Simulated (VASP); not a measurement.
Calculation: vdW-DF2, VASP's PBE PAW potentials (set 64) (plane waves; VASP).

The input files of a VASP run:

### KPOINTS
```
Automatic
0
G
12 12 12
```

**INCAR**
```
# general
SYSTEM   = ZrC
PREC     = Accurate
ENCUT    = 520
LREAL    = .FALSE.
LASPH    = .TRUE.

# electronic loop
EDIFF    = 1E-6
NELM     = 100
ALGO     = Normal
LMAXMIX  = 4

# smearing
ISMEAR   = 1   # Methfessel-Paxton
SIGMA    = 0.1

# functional
GGA      = ML
LUSE_VDW = .TRUE.
AGGAC    = 0.0
ZAB_VDW  = -1.8867

# ions
IBRION   = 2   # conjugate gradients
NSW      = 60
ISIF     = 3
EDIFFG   = -0.01

# output
LWAVE    = .FALSE.
LCHARG   = .FALSE.
```

POSCAR:
```
ZrC
1
    0.0000000000     2.3500000000     2.3500000000
    2.3500000000     0.0000000000     2.3500000000
    2.3500000000     2.3500000000     0.0000000000
Zr C
1 1
Direct
  0.0000000000   0.0000000000   0.0000000000
  0.5000000000   0.5000000000   0.5000000000
```

POTCAR, in this order: Zr_sv C (PBE.64 set). Program: vasp_std.

The run wrote:

**OSZICAR**
```
       N       E                     dE             d eps       ncg     rms          rms(c)
DAV:   1     0.118324711258E+03    0.11832E+03   -0.90783E+03  1728   0.135E+03
DAV:   2    -0.127877432415E+02   -0.13111E+03   -0.12334E+03  2040   0.337E+02
DAV:   3    -0.188389617284E+02   -0.60512E+01   -0.59177E+01  2512   0.660E+01
DAV:   4    -0.190783035264E+02   -0.23934E+00   -0.23924E+00  2256   0.124E+01
DAV:   5    -0.190837078992E+02   -0.54044E-02   -0.54041E-02  2476   0.168E+00    0.208E+01
DAV:   6    -0.145761952260E+02    0.45075E+01   -0.25339E+01  1924   0.335E+01    0.726E+00
DAV:   7    -0.143494030069E+02    0.22679E+00   -0.13529E+00  1984   0.954E+00    0.594E+00
DAV:   8    -0.143694890410E+02   -0.20086E-01   -0.17077E-01  1936   0.411E+00    0.238E+00
DAV:   9    -0.143613123709E+02    0.81767E-02   -0.35377E-02  2148   0.145E+00    0.384E-01
DAV:  10    -0.143626736625E+02   -0.13613E-02   -0.33834E-03  1988   0.699E-01    0.486E-01
DAV:  11    -0.143625004760E+02    0.17319E-03   -0.65904E-04  1908   0.234E-01    0.307E-02
DAV:  12    -0.143625056780E+02   -0.52021E-05   -0.47782E-05  2296   0.657E-02    0.950E-03
DAV:  13    -0.143625044607E+02    0.12173E-05   -0.54687E-06  2044   0.208E-02    0.306E-03
DAV:  14    -0.143625045829E+02   -0.12215E-06   -0.21502E-07   980   0.551E-03
   1 F= -.14362505E+02 E0= -.14362442E+02  d E =-.143625E+02
       N       E                     dE             d eps       ncg     rms          rms(c)
DAV:   1    -0.162719250816E+02   -0.19094E+01   -0.73209E+01  1752   0.998E+01    0.142E+01
DAV:   2    -0.147351941629E+02    0.15367E+01   -0.72972E+00  1936   0.304E+01    0.547E+00
DAV:   3    -0.142753424190E+02    0.45985E+00   -0.12643E+00  2104   0.873E+00    0.158E+00
DAV:   4    -0.142461306236E+02    0.29212E-01   -0.57997E-01  2496   0.629E+00    0.160E+00
DAV:   5    -0.142613351798E+02   -0.15205E-01   -0.13971E-02  2152   0.121E+00    0.101E+00
DAV:   6    -0.142862972674E+02   -0.24962E-01   -0.44349E-02  2228   0.125E+00    0.182E-01
DAV:   7    -0.142860044595E+02    0.29281E-03   -0.36647E-03  2028   0.505E-01    0.133E-01
DAV:   8    -0.142863818290E+02   -0.37737E-03   -0.44700E-04  2496   0.192E-01    0.208E-02
DAV:   9    -0.142863799887E+02    0.18403E-05   -0.53595E-05  2384   0.571E-02    0.648E-03
DAV:  10    -0.142863797173E+02    0.27141E-06   -0.98545E-07  1240   0.887E-03
   2 F= -.14286380E+02 E0= -.14286346E+02  d E =0.761249E-01
       N       E                     dE             d eps       ncg     rms          rms(c)
DAV:   1    -0.152919249681E+02   -0.10055E+01   -0.28737E+01  1748   0.595E+01    0.104E+01
DAV:   2    -0.145211784246E+02    0.77075E+00   -0.15509E+00  1736   0.155E+01    0.298E+00
DAV:   3    -0.143938728853E+02    0.12731E+00   -0.79029E-01  2444   0.751E+00    0.140E+00
DAV:   4    -0.144101538445E+02   -0.16281E-01   -0.24461E-02  2568   0.124E+00    0.999E-01
DAV:   5    -0.144241735502E+02   -0.14020E-01   -0.21085E-02  2732   0.829E-01    0.119E-01
DAV:   6    -0.144244577112E+02   -0.28416E-03   -0.19226E-03  2572   0.398E-01    0.100E-01
DAV:   7    -0.144244459417E+02    0.11769E-04   -0.55420E-05  2140   0.776E-02    0.138E-01
DAV:   8    -0.144244807201E+02   -0.34778E-04   -0.29343E-04  1944   0.185E-01    0.541E-03
DAV:   9    -0.144244828598E+02   -0.21397E-05   -0.10909E-05  2052   0.328E-02    0.859E-03
DAV:  10    -0.144244829921E+02   -0.13232E-06   -0.37809E-07   956   0.754E-03
   3 F= -.14424483E+02 E0= -.14424444E+02  d E =-.619784E-01
       N       E                     dE             d eps       ncg     rms          rms(c)
DAV:   1    -0.144247080819E+02   -0.22522E-03   -0.63807E-03  1744   0.911E-01    0.157E-01
DAV:   2    -0.144245437161E+02    0.16437E-03   -0.42456E-04  1736   0.255E-01    0.461E-02
DAV:   3    -0.144245126838E+02    0.31032E-04   -0.14351E-04  2464   0.101E-01    0.160E-02
DAV:   4    -0.144245162099E+02   -0.35261E-05   -0.79788E-06  2724   0.235E-02    0.153E-02
DAV:   5    -0.144245195290E+02   -0.33192E-05   -0.17845E-06  1680   0.896E-03    0.344E-03
DAV:   6    -0.144245204381E+02   -0.90906E-06   -0.16450E-06  1584   0.884E-03
   4 F= -.14424520E+02 E0= -.14424481E+02  d E =-.620159E-01
```

### OUTCAR
```
------------------------ aborting loop because EDIFF is reached ----------------------------------------
  FORCE on cell =-STRESS in cart. coord.  units (eV):
  Direction    XX          YY          ZZ          XY          YZ          ZX
  --------------------------------------------------------------------------------------
  Total       -0.0035161     -0.0035161     -0.0035161      0.0000000      0.0000000     -0.0000000
  in kB       -0.2045950     -0.2045950     -0.2045950      0.0000000      0.0000000     -0.0000000
  external PRESSURE =      -0.2045950 kB  Pullay stress =       0.0000000 kB
  volume of cell :       27.53
      direct lattice vectors                 reciprocal lattice vectors
    -0.000000000  2.396708958  2.396708958    -0.208619406  0.208619406  0.208619406
     2.396708958 -0.000000000  2.396708958     0.208619406 -0.208619406  0.208619406
     2.396708958  2.396708958  0.000000000     0.208619406  0.208619406 -0.208619406
 POSITION                                       TOTAL-FORCE (eV/Angst)
 -----------------------------------------------------------------------------------
      0.00000      0.00000      0.00000         0.000000     -0.000000      0.000000
      2.39671      2.39671      2.39671        -0.000000      0.000000     -0.000000
 -----------------------------------------------------------------------------------
    total drift:                                0.000000      0.000000      0.000000
  FREE ENERGIE OF THE ION-ELECTRON SYSTEM (eV)
  ---------------------------------------------------
  free  energy   TOTEN  =       -14.4245204381 eV

  energy  without entropy=      -14.4244029539  energy(sigma->0) =      -14.42448128

 reached required accuracy - stopping structural energy minimisation
```
(Selected blocks of OUTCAR.)

**CONTCAR**
```
ZrC
   1.00000000000000
    -0.0000000000000000    2.3967089577319141    2.3967089577319141
     2.3967089577319141   -0.0000000000000000    2.3967089577319141
     2.3967089577319141    2.3967089577319141    0.0000000000000000
  Zr              C
     1     1
Direct
     0.0000000000000000    0.0000000000000000    0.0000000000000000
     0.5000000000000000    0.5000000000000000    0.5000000000000000
```

OUTCAR:
```
 val. band max:        9.1366167977   @ k =   0.5000   0.5000   0.0000

 cond. band min:       9.2486937786   @ k =   0.4167   0.3333   0.0000


 Fermi energy:         9.2238187933

 k-point     1 :       0.0000    0.0000    0.0000
  band No.  band energies     occupation
      1     -39.5589      2.00000
      2     -17.2207      2.00000
      3     -17.2207      2.00000
      4     -17.2207      2.00000
      5      -1.8593      2.00000
      6       9.9898     -0.00000
      7       9.9898     -0.00000
      8       9.9898     -0.00000
      9      10.2236     -0.00000
     10      10.2236     -0.00000
     11      10.2236     -0.00000
     12      11.7626      0.00000

 k-point     2 :       0.0833    0.0000    0.0000
  band No.  band energies     occupation
      1     -39.5540      2.00000
      2     -17.2669      2.00000
      3     -17.2250      2.00000
      4     -17.2250      2.00000
      5      -1.7213      2.00000
      6       9.0493      2.03324
      7       9.2654      0.35925
      8       9.2654      0.35924
      9      10.4843     -0.00000
     10      10.4843     -0.00000
     11      10.8401     -0.00000
     12      12.5193      0.00000

 k-point     3 :       0.1667    0.0000    0.0000
  band No.  band energies     occupation
      1     -39.5406      2.00000
      2     -17.3910      2.00000
      3     -17.2366      2.00000
      4     -17.2366      2.00000
      5      -1.3302      2.00000
      6       7.8191      2.00000
      7       8.3120      2.00000
      8       8.3120      2.00000
      9      10.9095     -0.00000
     10      10.9095     -0.00000
     11      11.3243      0.00000
     12      13.8952      0.00000

 k-point     4 :       0.2500    0.0000    0.0000
  band No.  band energies     occupation
      1     -39.5223      2.00000
      2     -17.5559      2.00000
      3     -17.2523      2.00000
      4     -17.2523      2.00000
      5      -0.7490      2.00000
      6       6.5788      2.00000
...
```

Energy and stress use the plane-wave basis of the starting cell.

The compound is ZrC in the rock salt structure. This run relaxes it. Symmetry was kept, so distortions that lower it aren't found.
